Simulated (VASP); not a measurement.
**AlGa3N4 (ordered alloy cell): computed properties**

All values below come from PBEsol GGA, VASP's PBE PAW potentials (set 64) (plane waves; VASP).

```
Property                                                                                                             Result
---------------------------------------------  ----------------------------------------------------------------------------
space group                                                                                                       Amm2 (38)
cell                                           a = 3.1602 Å, b = 6.3197 Å, c = 8.9320 Å, α = 90.00°, β = 90.00°, γ = 90.00°
volume per atom                                                                                              11.15 Å^3/atom
band gap (over mesh and band path)                                                                                  2.19 eV
smallest direct gap (over mesh and band path)                                                                       2.19 eV
band-edge character                                                                                          direct, Γ to Γ
density                                                                                                          5.44 g/cm³
```

```cif
data_AlGa3N4
_chemical_formula_sum 'Ga3 N4 Al1'
_space_group_name_H-M_alt 'P 1'
_space_group_IT_number 1
_cell_length_a 6.31796
_cell_length_b 6.31796
_cell_length_c 3.16021
_cell_angle_alpha 59.987
_cell_angle_beta 59.987
_cell_angle_gamma 60.018
loop_
_space_group_symop_operation_xyz
  'x, y, z'
loop_
_atom_site_label
_atom_site_type_symbol
_atom_site_fract_x
_atom_site_fract_y
_atom_site_fract_z
_atom_site_occupancy
Ga1 Ga 0.99969 0.99969 0.00063 1
Ga2 Ga 0.99955 0.50052 0.99992 1
Ga3 Ga 0.50052 0.99955 0.99992 1
N1 N 0.12491 0.12491 0.25018 1
N2 N 0.13227 0.62267 0.24506 1
N3 N 0.62267 0.13227 0.24506 1
N4 N 0.62001 0.62001 0.25998 1
Al1 Al 0.50038 0.50038 0.99924 1
```

The structure was generated: AlGa3N4 was put into an ordered model structure (Amm2), which need not be its known phase. It was relaxed first. Symmetry was kept, so distortions that lower it aren't found.
